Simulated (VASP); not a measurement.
Given:

```yaml
crystal:
  lattice:
    - [-1.51638, 1.51638, 1.51638]
    - [1.51638, -1.51638, 1.51638]
    - [1.51638, 1.51638, -1.51638]
  atoms:
    - { symbol: V, position: [0.00000, 0.00000, 0.00000] }
```

Method: PBE GGA, VASP's PBE PAW potentials (set 64) (plane waves; VASP). Run with 480 eV cut-off, 16×16×16 Γ-centred mesh, first-order Methfessel-Paxton smearing of 0.10 eV, potentials V_sv.

Task: Give the stress tensor in GPa (positive for a compressed cell).

Result: 
```
-6.03   0.00   0.00
 0.00  -6.03   0.00
 0.00   0.00  -6.03
```
The pressure is its mean diagonal, -6.03 GPa.

The compound is V in the bcc structure. This cell was strained or had an atom moved on purpose. The run is not spin-polarised, so no magnetic state was tried.
